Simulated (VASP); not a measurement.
Energy against volume of ZnF2 (rutile). These are RPBE GGA, VASP's PBE PAW potentials (set 64) (plane waves; VASP) values and carry that method's errors. Numerical set-up: 520 eV cut-off, 5×5×7 Γ-centred mesh, Gaussian smearing of 0.050 eV, potentials Zn F.

Shape and ions are relaxed at each volume.

| V (Å³/atom) | E (eV/atom) |
|---|---|
| 12.085 | -3.57686 |
| 12.471 | -3.58792 |
| 12.857 | -3.59184 |
| 13.242 | -3.59010 |

Task: Fit these four points and predict the energy of the run at 13.628 Å³/atom.

Result: A cubic in V^(−2/3), the third-order Birch-Murnaghan form, passes through the four points with V0 = 12.92 Å³/atom and B0 = 76 GPa, and gives -3.5839 eV/atom there. The run gave -3.5841 eV/atom, -0.2 meV/atom from the fit; all five points give B0 = 74 GPa.

The compound is ZnF2 in the rutile structure. It was relaxed first, which changed the volume by +12 %.
